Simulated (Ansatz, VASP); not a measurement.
## Ga2O3 (Ga2O3 (C2/m)): VASP beside Ansatz

Aim: how closely do two programs agree when they are given the same cell, functional and k mesh? The cell is taken from a series of runs on this material, whose earlier steps may have relaxed, scaled, displaced or heated it; both programs get it as it stands.

Main program and level: Ansatz 0.2.0; plane waves, with VASP 6.6.1 beside it; single point at r2SCAN.

### Step 1. Starting point

Symmetry: C2/m, No. 12, monoclinic system. Conventional cell: a = 12.253 Å, b = 3.039 Å, c = 5.808 Å, α = 90.00°, β = 103.80°, γ = 90.00°. Nearest to Ga lie 6 O at 1.94 to 2.08 Å. Nearest to Ga lie 4 O at 1.83 to 1.87 Å. Nearest to O lie 3 Ga at 1.84 to 1.94 Å. O has 4 Ga at 1.87 to 2.08 Å nearest. Nearest to O lie 3 Ga at 1.83 to 1.94 Å. Farther neighbours and most contacts between anions are not listed.

### Step 2. VASP: single point, r2SCAN

A single point gives forces, pressure and levels at one fixed geometry, so differences don't come from the geometry; what else differs is listed under the comparison.

Lines of VASP's logs that name or quote its potential files are left out, and so is its time.

Contents of INCAR:

```
SYSTEM = Ga2O3
PREC = Accurate
ENCUT = 580
EDIFF = 1E-06
NELM = 120
ISMEAR = 0
SIGMA = 0.01
LREAL = .FALSE.
ALGO = Normal
METAGGA = R2SCAN
LASPH = .TRUE.
NBANDS = 109
LORBIT = 11
LWAVE = .FALSE.
LCHARG = .FALSE.
ISIF = 2
ISYM = 2
GGA_COMPAT = .FALSE.
EFERMI = MIDGAP
LMIXTAU = .TRUE.
KPAR = 4
```

Contents of POSCAR:

```
Ga2O3
1.0
   12.2531908300      0.0000000000     -0.0052300900
    0.0000000000      3.0389609600      0.0000000000
   -1.3834622900      0.0000000000      5.6409524200
Ga O
8 12
Direct
    0.3413500000      0.0000000000      0.6854800000
    0.8413500000      0.5000000000      0.6854800000
    0.1586500000      0.5000000000      0.3145200000
    0.6586500000      0.0000000000      0.3145200000
    0.4094700000      0.5000000000      0.2051600000
    0.9094700000      0.0000000000      0.2051600000
    0.0905300000      0.0000000000      0.7948400000
    0.5905300000      0.5000000000      0.7948400000
    0.0037700000      0.5000000000      0.7437700000
    0.5037700000      0.0000000000      0.7437700000
    0.4962300000      0.0000000000      0.2562300000
    0.9962300000      0.5000000000      0.2562300000
    0.3265700000      0.5000000000      0.4362600000
    0.8265700000      0.0000000000      0.4362600000
    0.1734300000      0.0000000000      0.5637400000
    0.6734300000      0.5000000000      0.5637400000
    0.1640300000      0.0000000000      0.1091500000
    0.6640300000      0.5000000000      0.1091500000
    0.3359700000      0.5000000000      0.8908500000
    0.8359700000      0.0000000000      0.8908500000
```

Contents of KPOINTS:

```
Points of the shifted mesh
48
Reciprocal
 0.2500000000  0.0833333333  0.1250000000 1
 0.2500000000  0.0833333333  0.3750000000 1
 0.2500000000  0.0833333333  0.6250000000 1
 0.2500000000  0.0833333333  0.8750000000 1
 0.2500000000  0.2500000000  0.1250000000 1
 0.2500000000  0.2500000000  0.3750000000 1
 0.2500000000  0.2500000000  0.6250000000 1
 0.2500000000  0.2500000000  0.8750000000 1
 0.2500000000  0.4166666667  0.1250000000 1
 0.2500000000  0.4166666667  0.3750000000 1
 0.2500000000  0.4166666667  0.6250000000 1
 0.2500000000  0.4166666667  0.8750000000 1
 0.2500000000  0.5833333333  0.1250000000 1
 0.2500000000  0.5833333333  0.3750000000 1
 0.2500000000  0.5833333333  0.6250000000 1
 0.2500000000  0.5833333333  0.8750000000 1
 0.2500000000  0.7500000000  0.1250000000 1
 0.2500000000  0.7500000000  0.3750000000 1
 0.2500000000  0.7500000000  0.6250000000 1
 0.2500000000  0.7500000000  0.8750000000 1
 0.2500000000  0.9166666667  0.1250000000 1
 0.2500000000  0.9166666667  0.3750000000 1
 0.2500000000  0.9166666667  0.6250000000 1
 0.2500000000  0.9166666667  0.8750000000 1
 0.7500000000  0.0833333333  0.1250000000 1
 0.7500000000  0.0833333333  0.3750000000 1
 0.7500000000  0.0833333333  0.6250000000 1
 0.7500000000  0.0833333333  0.8750000000 1
 0.7500000000  0.2500000000  0.1250000000 1
 0.7500000000  0.2500000000  0.3750000000 1
 0.7500000000  0.2500000000  0.6250000000 1
 0.7500000000  0.2500000000  0.8750000000 1
 0.7500000000  0.4166666667  0.1250000000 1
 0.7500000000  0.4166666667  0.3750000000 1
 0.7500000000  0.4166666667  0.6250000000 1
 0.7500000000  0.4166666667  0.8750000000 1
 0.7500000000  0.5833333333  0.1250000000 1
 0.7500000000  0.5833333333  0.3750000000 1
 0.7500000000  0.5833333333  0.6250000000 1
 0.7500000000  0.5833333333  0.8750000000 1
 0.7500000000  0.7500000000  0.1250000000 1
 0.7500000000  0.7500000000  0.3750000000 1
 0.7500000000  0.7500000000  0.6250000000 1
 0.7500000000  0.7500000000  0.8750000000 1
 0.7500000000  0.9166666667  0.1250000000 1
 0.7500000000  0.9166666667  0.3750000000 1
 0.7500000000  0.9166666667  0.6250000000 1
 0.7500000000  0.9166666667  0.8750000000 1
```

PAW data sets: Ga_d and O (PBE family, release 64).

Command:

```sh
mpirun -np 4 vasp_std
```

Numbers of over 12 decimals in the logs are rounded to 6 here.

What it wrote:

```text
[banner, memory and clock lines left out]
running    4 mpi-ranks, on    1 nodes
 distrk:  each k-point on    1 cores,    4 groups
 distr:  one band on    1 cores,    1 groups

 POSCAR found type information on POSCAR GaO
 POSCAR found :  2 types and      20 ions
|                                                                             |
|               ----> ADVICE to this user running VASP <----                  |
|                                                                             |
|     You have a (more or less) 'large supercell' and for larger cells it     |
|     might be more efficient to use real-space projection operators.         |
|     Therefore, try LREAL= Auto in the INCAR file.                           |
|     Mind: For very accurate calculation, you might also keep the            |
|     reciprocal projection scheme (i.e. LREAL=.FALSE.).                      |
|                                                                             |

|                                                                             |
|               ----> ADVICE to this user running VASP <----                  |
|                                                                             |
|     You enforced a specific xc type in the INCAR file but a different       |
|     [... a line on the potential file left out ...]
|     I HOPE YOU KNOW WHAT YOU ARE DOING!                                     |
|                                                                             |

 LDA part: xc-table for (None), standard interpolation
 POSCAR, INCAR and KPOINTS ok, starting setup
 FFT: planning ... GRIDC
 FFT: planning ... GRID_SOFT
 FFT: planning ... GRID
 WAVECAR not read
 entering main loop
       N       E                     dE             d eps       ncg     rms          rms(c)
DAV:   1     0.317626613481E+04    0.31763E+04   -0.75227E+04 12362   0.325E+03
DAV:   2     0.651832189242E+03   -0.25244E+04   -0.22998E+04 10464   0.993E+02
DAV:   3    -0.160066792845E+03   -0.81190E+03   -0.76381E+03 13125   0.341E+02
DAV:   4    -0.252788649045E+03   -0.92722E+02   -0.90812E+02 12358   0.123E+02
DAV:   5    -0.258511221805E+03   -0.57226E+01   -0.56866E+01 14832   0.321E+01    0.229E+01
DAV:   6    -0.224695692949E+03    0.33816E+02   -0.40709E+01 17296   0.566E+01    0.645E+00
DAV:   7    -0.210169468497E+03    0.14526E+02   -0.10621E+01 12460   0.143E+01    0.519E+00
DAV:   8    -0.223916112073E+03   -0.13747E+02   -0.97835E+00 14200   0.346E+01    0.411E+00
DAV:   9    -0.206324695691E+03    0.17591E+02   -0.32438E+00 13398   0.193E+01    0.225E+00
DAV:  10    -0.204520454781E+03    0.18042E+01   -0.11637E+00 13986   0.708E+00    0.104E+00
DAV:  11    -0.204692584954E+03   -0.17213E+00   -0.22880E-01 12545   0.232E+00    0.792E-01
DAV:  12    -0.204841939994E+03   -0.14936E+00   -0.24243E-02 15296   0.117E+00    0.611E-01
DAV:  13    -0.204891683922E+03   -0.49744E-01   -0.43483E-02 16375   0.244E+00    0.301E-01
DAV:  14    -0.204909689390E+03   -0.18005E-01   -0.28816E-02 13172   0.926E-01    0.326E-01
[...]
DAV:  18    -0.204913164587E+03   -0.12909E-02   -0.77256E-04 14667   0.256E-01    0.482E-02
DAV:  19    -0.204913879296E+03   -0.71471E-03   -0.39515E-04 15669   0.236E-01    0.232E-02
DAV:  20    -0.204913826904E+03    0.52392E-04   -0.17705E-04 14408   0.988E-02    0.624E-03
DAV:  21    -0.204913972722E+03   -0.14582E-03   -0.66414E-05 11372   0.393E-02    0.720E-03
DAV:  22    -0.204913923466E+03    0.49255E-04   -0.28398E-05 10619   0.414E-02    0.604E-03
DAV:  23    -0.204913953883E+03   -0.30417E-04   -0.82357E-06 13471   0.321E-02    0.149E-03
DAV:  24    -0.204913983338E+03   -0.29455E-04   -0.15446E-05 10969   0.194E-02    0.166E-03
DAV:  25    -0.204913983173E+03    0.16465E-06   -0.31695E-07  7305   0.365E-03
   1 F= -.20491398E+03 E0= -.20491398E+03  d E =0.000000E+00
```

Parts of OUTCAR (step 2):

```text
ion  position               nearest neighbor table
   1  0.341  0.000  0.685-  10 1.94  19 1.94  19 1.94  15 2.01  13 2.08  13 2.08
   2  0.841  0.500  0.685-   9 1.94  20 1.94  20 1.94  16 2.01  14 2.08  14 2.08
   3  0.159  0.500  0.315-  12 1.94  17 1.94  17 1.94  13 2.01  15 2.08  15 2.08
   4  0.659  0.000  0.315-  11 1.94  18 1.94  18 1.94  14 2.01  16 2.08  16 2.08
   5  0.409  0.500  0.205-  19 1.83  11 1.84  11 1.84  13 1.87
   6  0.909  0.000  0.205-  20 1.83  12 1.84  12 1.84  14 1.87
   7  0.091  0.000  0.795-  17 1.83   9 1.84   9 1.84  15 1.87
   8  0.591  0.500  0.795-  18 1.83  10 1.84  10 1.84  16 1.87
   9  0.004  0.500  0.744-   7 1.84   7 1.84   2 1.94
  10  0.504  0.000  0.744-   8 1.84   8 1.84   1 1.94
  11  0.496  0.000  0.256-   5 1.84   5 1.84   4 1.94
  12  0.996  0.500  0.256-   6 1.84   6 1.84   3 1.94
  13  0.327  0.500  0.436-   5 1.87   3 2.01   1 2.08   1 2.08
  14  0.827  0.000  0.436-   6 1.87   4 2.01   2 2.08   2 2.08
  15  0.173  0.000  0.564-   7 1.87   1 2.01   3 2.08   3 2.08
  16  0.673  0.500  0.564-   8 1.87   2 2.01   4 2.08   4 2.08
  17  0.164  0.000  0.109-   7 1.83   3 1.94   3 1.94
  18  0.664  0.500  0.109-   8 1.83   4 1.94   4 1.94
  19  0.336  0.500  0.891-   5 1.83   1 1.94   1 1.94
  20  0.836  0.000  0.891-   6 1.83   2 1.94   2 1.94

  LATTYP: Found a simple monoclinic cell.
 ALAT       =     5.8081246640
 B/A-ratio  =     0.5232258493
 C/A-ratio  =     2.1080591764
 COS(beta)  =    -0.2355794831

 Subroutine GETGRP returns: Found  4 space group operations
 (whereof  4 operations were pure point group operations)

The static configuration has the point symmetry C_2h.

   k-points           NKPTS =     48   k-points in BZ     NKDIM =     48   number of bands    NBANDS=    109

   dimension x,y,z NGX =    96 NGY =   24 NGZ =   48
   dimension x,y,z NGXF=   192 NGYF=   48 NGZF=   96

   ENCUT  =  580.0 eV  42.63 Ry    6.53 a.u.  24.06  5.97 11.41*2*pi/ulx,y,z

   NELECT =     176.0000    total number of electrons

 k-points in reciprocal lattice and weights: Points of the shifted mesh
   0.25000000  0.08333333  0.12500000       0.021
   0.25000000  0.08333333  0.37500000       0.021
   0.25000000  0.08333333  0.62500000       0.021
   0.25000000  0.08333333  0.87500000       0.021
   0.25000000  0.25000000  0.12500000       0.021
   0.25000000  0.25000000  0.37500000       0.021
   0.25000000  0.25000000  0.62500000       0.021
   0.25000000  0.25000000  0.87500000       0.021
   0.25000000  0.41666667  0.12500000       0.021
[...]
0.75000000  0.91666667  0.62500000       0.021
   0.75000000  0.91666667  0.87500000       0.021

 average (electrostatic) potential at core
       1 -69.1358       2 -69.1358       3 -69.1358       4 -69.1358       5 -69.2291
       6 -69.2291       7 -69.2291       8 -69.2291       9 -73.7744      10 -73.7744
      11 -73.7744      12 -73.7744      13 -73.9210      14 -73.9210      15 -73.9210
      16 -73.9210      17 -73.4696      18 -73.4696      19 -73.4696      20 -73.4696

 E-fermi :   5.2513

 k-point     1 :       0.2500    0.0833    0.1250
  band No.  band energies     occupation
    ...
     84       2.8057      2.00000
     85       2.9525      2.00000
     86       2.9530      2.00000
     87       3.2948      2.00000
     88       3.2991      2.00000
     89       7.2906      0.00000
     90       8.1050      0.00000
     91       9.5495      0.00000
     92       9.9797      0.00000
     93      10.5010      0.00000
    ...

 k-point     2 :       0.2500    0.0833    0.3750
  band No.  band energies     occupation
    ...
     84       2.8076      2.00000
     85       2.8447      2.00000
     86       2.8899      2.00000
     87       3.1960      2.00000
     88       3.3789      2.00000
     89       8.5534      0.00000
     90       8.7388      0.00000
     91       9.6658      0.00000
     92       9.8524      0.00000
     93      10.7419      0.00000
    ...

 k-point     3 :       0.2500    0.0833    0.6250
  band No.  band energies     occupation
    ...
     84       2.7532      2.00000
     85       2.9040      2.00000
     86       2.9073      2.00000
     87       3.1900      2.00000
     88       3.3595      2.00000
     89       8.2724      0.00000
     90       9.3344      0.00000
     91       9.7405      0.00000
     92       9.7703      0.00000
     93      10.0049      0.00000
    ...

  Total        2.0790807      2.5920622      2.1025707      0.0000000      0.0000000      0.0848078
  in kB       15.8599070     19.7730975     16.0390967      0.0000000      0.0000000      0.6469420
  external PRESSURE =      17.2240338 kB  Pullay stress =       0.0000000 kB

  energy-cutoff  :      580.00
  volume of cell :      210.03
      direct lattice vectors                 reciprocal lattice vectors
    12.253190830  0.000000000 -0.005230090     0.081619939  0.000000000  0.020017561
     0.000000000  3.038960960  0.000000000     0.000000000  0.329059838  0.000000000
    -1.383462290  0.000000000  5.640952420     0.000075675  0.000000000  0.177293588

 POSITION                                       TOTAL-FORCE (eV/Angst)
 -----------------------------------------------------------------------------------
      3.23429      0.00000      3.86497         0.007951      0.000000     -0.058512
      9.36089      1.51948      3.86236         0.007951     -0.000000     -0.058512
      1.50884      1.51948      1.77336        -0.007951      0.000000      0.058512
      7.63544      0.00000      1.77075        -0.007951     -0.000000      0.058512
      4.73348      1.51948      1.15516        -0.023906      0.000000     -0.000494
     10.86008      0.00000      1.15254        -0.023906     -0.000000     -0.000494
      0.00965      0.00000      4.48318         0.023906      0.000000      0.000494
      6.13625      1.51948      4.48057         0.023906     -0.000000      0.000494
     -0.98278      1.51948      4.19555        -0.080524      0.000000     -0.036440
      5.14381      0.00000      4.19294        -0.080524     -0.000000     -0.036440
      5.72592      0.00000      1.44279         0.080524     -0.000000      0.036440
     11.85251      1.51948      1.44017         0.080524     -0.000000      0.036440
      3.39798      1.51948      2.45921        -0.022811     -0.000000      0.062536
      9.52457      0.00000      2.45660        -0.022811     -0.000000      0.062536
      1.34516      0.00000      3.17912         0.022811     -0.000000     -0.062536
      7.47175      1.51948      3.17651         0.022811      0.000000     -0.062536
      1.85889      0.00000      0.61485         0.071762     -0.000000      0.049344
      7.98548      1.51948      0.61224         0.071762      0.000000      0.049344
      2.88425      1.51948      5.02349        -0.071762      0.000000     -0.049344
      9.01084      0.00000      5.02087        -0.071762     -0.000000     -0.049344
 -----------------------------------------------------------------------------------
    total drift:                                0.000000      0.000000     -0.000000

  FREE ENERGIE OF THE ION-ELECTRON SYSTEM (eV)
  ---------------------------------------------------
  free  energy   TOTEN  =      -204.9139831735 eV

  energy  without entropy=     -204.9139831735  energy(sigma->0) =     -204.91398317

 total charge
# of ion       s       p       d       tot
------------------------------------------
    1        0.614   0.692  10.262  11.568
    2        0.614   0.692  10.262  11.568
    3        0.614   0.692  10.262  11.568
    4        0.614   0.692  10.262  11.568
    5        0.695   0.845  10.289  11.829
    6        0.695   0.845  10.289  11.829
    7        0.695   0.845  10.289  11.829
    8        0.695   0.845  10.289  11.829
    9        1.551   3.577   0.000   5.128
   10        1.551   3.577   0.000   5.128
   11        1.551   3.577   0.000   5.128
   12        1.551   3.577   0.000   5.128
   13        1.558   3.540   0.000   5.099
   14        1.558   3.540   0.000   5.099
   15        1.558   3.540   0.000   5.099
   16        1.558   3.540   0.000   5.099
   17        1.554   3.548   0.000   5.101
   18        1.554   3.548   0.000   5.101
   19        1.554   3.548   0.000   5.101
   20        1.554   3.548   0.000   5.101
--------------------------------------------------
tot         23.887  48.808  82.205 154.900

[... 3 further parts left out ...]
```

The run ends at a pressure of 1.72 GPa, with forces up to 0.088 eV/Å.

(Part 1 of 2 ends here.)

[Lines on the potential files, build, host, timing and source positions are cut from VASP's logs without a mark.]

[Logs are printed without paths, hosts, clocks, repeated set-up lines and the standing remarks that a program may print on its own settings, such as how far it seeks lower states.]

[Hosts, paths, dates, database ids (printed as entryN), source tags and the programs' standing remarks are cut or masked in the printed files.]
